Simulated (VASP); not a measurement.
Consider the following.

```
CELL_PARAMETERS angstrom
      4.64580     0.00000     0.00000
      0.00000     4.64580     0.00000
      0.00000     0.00000     2.96984
ATOMIC_POSITIONS crystal
  Ti 0.00000 0.00000 0.00000
  Ti 0.50000 0.50000 0.50000
  O  0.30500 0.30500 0.00000
  O  0.80500 0.19500 0.50000
  O  0.19500 0.80500 0.50000
  O  0.69500 0.69500 0.00000
```

The numbers are results of PBE GGA, VASP's PBE PAW potentials (set 64) (plane waves; VASP 6.6.1), not measurements. Numerical set-up: PREC = Normal, EDIFF = 1E-5, 450 eV cut-off, 7×7×10 Γ-centred mesh, Gaussian smearing of 0.050 eV, potentials Ti_sv O.

At this cut-off the stress carries a Pulay error, which pulls relaxed volumes low.

Question: Give the stress tensor in GPa (positive for a compressed cell).

Answer: 
```
-1.33   0.00   0.00
 0.00  -1.33   0.00
 0.00   0.00  -1.65
```
The pressure is its mean diagonal, -1.44 GPa.

The compound is TiO2 in the rutile structure. It was relaxed first.
